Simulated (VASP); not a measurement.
```yaml
crystal:
  lattice:
    - [0.00000, 2.01033, 2.01033]
    - [2.01033, 0.00000, 2.01033]
    - [8.06458, 8.06458, -0.02327]
  atoms:
    - { symbol: B, position: [0.98901, 0.98901, 0.00824] }
    - { symbol: B, position: [0.02792, 0.02792, 0.22906] }
    - { symbol: N, position: [0.24674, 0.24674, 0.06495] }
    - { symbol: N, position: [0.28800, 0.28800, 0.28400] }
    - { symbol: N, position: [0.24417, 0.24417, 0.56688] }
    - { symbol: N, position: [0.20614, 0.20614, 0.84540] }
    - { symbol: Al, position: [0.01863, 0.01863, 0.48603] }
    - { symbol: Al, position: [0.97940, 0.97940, 0.76545] }
```

The numbers are results of PBEsol GGA, VASP's PBE PAW potentials (set 64) (plane waves; VASP), not measurements. Numerical set-up: 520 eV cut-off, Gaussian smearing of 0.050 eV, potentials B N Al.

Give the energies of bands 7 to 20 at the high-symmetry points, in eV from the valence-band maximum.

| band | Γ | T | H2 | L | S0 | F |
|---|---|---|---|---|---|---|
| 7 | -4.55 | -2.73 | -6.56 | -6.70 | -6.57 | -6.44 |
| 8 | -1.86 | -1.86 | -5.72 | -6.13 | -5.73 | -6.35 |
| 9 | -1.86 | -1.86 | -5.57 | -4.37 | -5.57 | -4.35 |
| 10 | -0.95 | -1.34 | -5.05 | -3.97 | -4.95 | -4.02 |
| 11 | -0.95 | -0.97 | -4.51 | -3.94 | -4.66 | -3.98 |
| 12 | -0.56 | -0.97 | -4.22 | -2.81 | -4.15 | -3.07 |
| 13 | -0.56 | -0.54 | -3.38 | -2.61 | -3.42 | -2.54 |
| 14 | -0.55 | -0.54 | -2.86 | -1.86 | -2.81 | -1.80 |
| 15 | 0.00 | -0.01 | -2.69 | -1.65 | -2.73 | -1.45 |
| 16 | 0.00 | -0.01 | -1.88 | -0.95 | -1.87 | -0.86 |
| 17 | 4.72 | 4.91 | 5.04 | 3.42 | 5.06 | 2.77 |
| 18 | 6.18 | 6.21 | 5.50 | 4.26 | 5.48 | 5.64 |
| 19 | 6.34 | 6.33 | 7.26 | 6.92 | 7.25 | 5.68 |
| 20 | 7.89 | 7.90 | 8.21 | 7.22 | 8.19 | 7.05 |

The gap is indirect, 2.77 eV, from the valence maximum at Γ to the conduction minimum at F.

The structure was generated: Al2B2N4 was put into an ordered model structure (R3m), which need not be its known phase. It was relaxed first.
